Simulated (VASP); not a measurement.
A run of VASP 6.6.1:

Contents of INCAR:

```
  ALGO = Normal
  EDIFF = 1E-6
  EDIFFG = -0.01
  ENCUT = 600
  GGA = PS
  IBRION = 2
  ISIF = 3
  ISMEAR = 1
  LASPH = True
  LCHARG = False
  LREAL = False
  LWAVE = False
  NELM = 80
  NSW = 90
  PREC = Accurate
  SIGMA = 0.1
```

The input KPOINTS:

```
k-points
0
Gamma
  16 16 16
```

File POSCAR:

```
Ir
1.0
    0.0000000000      1.9156000000      1.9156000000
    1.9156000000      0.0000000000      1.9156000000
    1.9156000000      1.9156000000      0.0000000000
Ir
1
Direct
    0.0000000000      0.0000000000      0.0000000000
```

Potentials or basis: VASP PAW PBE potentials, release 64 (Ir).

Run with:

```console
$ cat potpaw_PBE.64/Ir/POTCAR > POTCAR
$ mpirun -np 1 vasp_std > vasp.out
```

Hardware: 1 thread of Intel(R) Xeon(R) Platinum 8175M CPU @ 2.50GHz (Skylake/Cascade Lake) (shared host).

How long does it take, and how much memory?

It took 36 s on 1 thread of Intel(R) Xeon(R) Platinum 8175M CPU @ 2.50GHz (Skylake/Cascade Lake), on a shared host, peak memory 0.16 GiB. Counts: scf iterations 23, k points 145, ion steps 3.
